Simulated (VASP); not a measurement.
VASP input:

### POSCAR
```
CdIn2O4
1
    0.0000000000     4.6110200000     4.6110200000
    4.6110200000     0.0000000000     4.6110200000
    4.6110200000     4.6110200000     0.0000000000
Cd In O
2 4 8
Direct
  0.2500000000   0.2500000000   0.2500000000
  0.0000000000   0.0000000000   0.0000000000
  0.1250000000   0.6250000000   0.6250000000
  0.6250000000   0.6250000000   0.1250000000
  0.6250000000   0.1250000000   0.6250000000
  0.6250000000   0.6250000000   0.6250000000
  0.8617500000   0.8617500000   0.8617500000
  0.8352500000   0.3882500000   0.3882500000
  0.8617500000   0.8617500000   0.4147500000
  0.3882500000   0.8352500000   0.3882500000
  0.4147500000   0.8617500000   0.8617500000
  0.3882500000   0.3882500000   0.3882500000
  0.8617500000   0.4147500000   0.8617500000
  0.3882500000   0.3882500000   0.8352500000
```

### KPOINTS
```
Automatic
0
G
 6 6 6
0 0 0
```

### INCAR
```
SYSTEM = CdIn2O4
PREC = Accurate
ENCUT = 400
EDIFF = 1E-6
NELM = 100
ALGO = Normal
LREAL = Auto
LASPH = .TRUE.
ISMEAR = 0
SIGMA = 0.01
GGA = PE
LMAXMIX = 4
LWAVE = .FALSE.
LCHARG = .FALSE.
ISIF = 2
```

POTCAR, in this order: Cd In_d O (PBE.64 set). Program: vasp_std.

Task: Write an equivalent input for Quantum ESPRESSO's pw.x.

Result: One equivalent input (not run):
```
&CONTROL
  calculation = 'scf'
  pseudo_dir = './pseudo'
  outdir = './out'
  tprnfor = .true.
  tstress = .true.
/
&SYSTEM
  ibrav = 0
  nat = 14
  ntyp = 3
  ecutwfc = 102
  occupations = 'smearing'
  smearing = 'gaussian'
  degauss = 0.000735
  input_dft = 'pbe'
/
&ELECTRONS
  conv_thr = 7.3e-08
  electron_maxstep = 100
/
ATOMIC_SPECIES
  Cd 112.414 Cd.upf
  In 114.818 In.upf
  O 15.999 O.upf
CELL_PARAMETERS angstrom
     0.0000000    4.6110200    4.6110200
     4.6110200    0.0000000    4.6110200
     4.6110200    4.6110200    0.0000000
ATOMIC_POSITIONS crystal
  Cd   0.2500000  0.2500000  0.2500000
  Cd   0.0000000  0.0000000  0.0000000
  In   0.1250000  0.6250000  0.6250000
  In   0.6250000  0.6250000  0.1250000
  In   0.6250000  0.1250000  0.6250000
  In   0.6250000  0.6250000  0.6250000
  O    0.8617500  0.8617500  0.8617500
  O    0.8352500  0.3882500  0.3882500
  O    0.8617500  0.8617500  0.4147500
  O    0.3882500  0.8352500  0.3882500
  O    0.4147500  0.8617500  0.8617500
  O    0.3882500  0.3882500  0.3882500
  O    0.8617500  0.4147500  0.8617500
  O    0.3882500  0.3882500  0.8352500
K_POINTS automatic
  6 6 6 0 0 0
```
What does not carry over: the potentials are each code's own (VASP's PAW set, PseudoDojo norm-conserving files in pw.x), so ENCUT and ecutwfc are chosen apart and not converted; conv_thr bounds pw.x's estimated SCF error, while EDIFF bounds the energy change between steps.

The structure comes from a computed database's CdIn2O4 entry; how it stands against other phases isn't given here. The cell was not relaxed at this level.
